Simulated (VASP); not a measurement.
Given:

```yaml
crystal:
  lattice:
    - [0.00000, 2.24767, 2.24767]
    - [2.24767, 0.00000, 2.24767]
    - [2.24767, 2.24767, 0.00000]
  atoms:
    - { symbol: Ga, position: [0.00000, 0.00000, 0.00000] }
    - { symbol: N, position: [0.25000, 0.25000, 0.25000] }
```

Method: PBEsol GGA, VASP's PBE PAW potentials (set 64) (plane waves; VASP 6.6.1). Run with 520 eV cut-off, Gaussian smearing of 0.050 eV, potentials Ga_d N.

### Question
Give the energies of bands 7 to 11 at the high-symmetry points, in eV from the valence-band maximum.

### Answer

| band | Γ | X | U | L | W |
|---|---|---|---|---|---|
| 7 | 0.00 | -6.21 | -5.95 | -7.16 | -5.78 |
| 8 | 0.00 | -2.76 | -4.36 | -0.99 | -3.78 |
| 9 | 0.00 | -2.76 | -2.22 | -0.99 | -3.74 |
| 10 | 1.73 | 3.23 | 4.89 | 4.62 | 6.13 |
| 11 | 10.25 | 6.61 | 7.87 | 8.67 | 8.43 |

The gap is direct, 1.73 eV, from the valence maximum at Γ to the conduction minimum at Γ.

The compound is GaN in the zinc blende structure, a metastable form; wurtzite is the usual one. It was relaxed first.
